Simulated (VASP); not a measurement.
Data:

```xyz
2
Lattice="2.8140 0.0000 0.0000 0.0000 2.8140 0.0000 0.0000 0.0000 2.8140" Properties=species:S:1:pos:R:3 pbc="T T T"
Ti     0.0000     0.0000     0.0000
Co     1.4070     1.4070     1.4070
```

All values below come from PBEsol GGA, VASP's PBE PAW potentials (set 64) (plane waves; VASP). Settings: 480 eV cut-off, 12×12×12 Γ-centred mesh, first-order Methfessel-Paxton smearing of 0.10 eV, potentials Ti_sv Co.

Predict the energy per atom (σ→0), pressure, band gap (on the k-mesh) with the smallest direct gap where there is one.

band gap (on the k-mesh): none (metal, semimetal or under 0.01 eV)
energy per atom (σ→0): -8.322 eV/atom
pressure: 29.92 GPa

The absolute energy has meaning only against runs of the same code, potentials and settings.

The compound is TiCo in the CsCl type structure. It was relaxed first under an external pressure of 30 GPa. The run is not spin-polarised, so no magnetic state was tried. The electron count is odd and the run is not spin-polarised, which forces a metal.
